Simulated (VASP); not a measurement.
Data:

```
YN
1.0
    0.00000     7.35458     7.35458
    7.35458     0.00000     7.35458
    7.35458     7.35458     0.00000
Y N
27 27
Direct
  0.00000   0.00000   0.00000
  0.00000   0.00000   0.33333
  0.00000   0.00000   0.66667
  0.00000   0.33333   0.00000
  0.00000   0.33333   0.33333
  0.00000   0.33333   0.66667
  0.00000   0.66667   0.00000
  0.00000   0.66667   0.33333
  0.00000   0.66667   0.66667
  0.33333   0.00000   0.00000
  0.33333   0.00000   0.33333
  0.33333   0.00000   0.66667
  0.33333   0.33333   0.00000
  0.33333   0.33333   0.33333
  0.33333   0.33333   0.66667
  0.33333   0.66667   0.00000
  0.33333   0.66667   0.33333
  0.33333   0.66667   0.66667
  0.66667   0.00000   0.00000
  0.66667   0.00000   0.33333
  0.66667   0.00000   0.66667
  0.66667   0.33333   0.00000
  0.66667   0.33333   0.33333
  0.66667   0.33333   0.66667
  0.66667   0.66667   0.00000
  0.66667   0.66667   0.33333
  0.66667   0.66667   0.66667
  0.16667   0.16667   0.16667
  0.16667   0.16667   0.50000
  0.16667   0.16667   0.83333
  0.16667   0.50000   0.16667
  0.16667   0.50000   0.50000
  0.16667   0.50000   0.83333
  0.16667   0.83333   0.16667
  0.16667   0.83333   0.50000
  0.16667   0.83333   0.83333
  0.50000   0.16667   0.16667
  0.50000   0.16667   0.50000
  0.50000   0.16667   0.83333
  0.50000   0.50000   0.16667
  0.50000   0.50000   0.50000
  0.50000   0.50000   0.83333
  0.50000   0.83333   0.16667
  0.50000   0.83333   0.50000
  0.50000   0.83333   0.83333
  0.83333   0.16667   0.16667
  0.83333   0.16667   0.50000
  0.83333   0.16667   0.83333
  0.83333   0.50000   0.16667
  0.83333   0.50000   0.50000
  0.83333   0.50000   0.83333
  0.83333   0.83333   0.16667
  0.83333   0.83333   0.50000
  0.83333   0.83333   0.83333
```

Calculation: PBE GGA, VASP's PBE PAW potentials (set 64) (plane waves; VASP). Run with PREC = Normal, LREAL = Auto, 400 eV cut-off, 1×1×1 Γ-centred mesh, Gaussian smearing of 0.050 eV, potentials Y_sv N.

The supercell is sampled at Γ alone, which is coarse: total energies, pressure and levels can be off, energies of defects by several tenths of an eV.

Question: What does the run give for the energy per atom (σ→0)?

Answer: 
```
Property                       Result
---------------------  --------------
energy per atom (σ→0)  -9.013 eV/atom
```

Only differences to runs with the same potentials and settings are physical.

The cell is a supercell, built from a database entry that may be metastable or hypothetical.
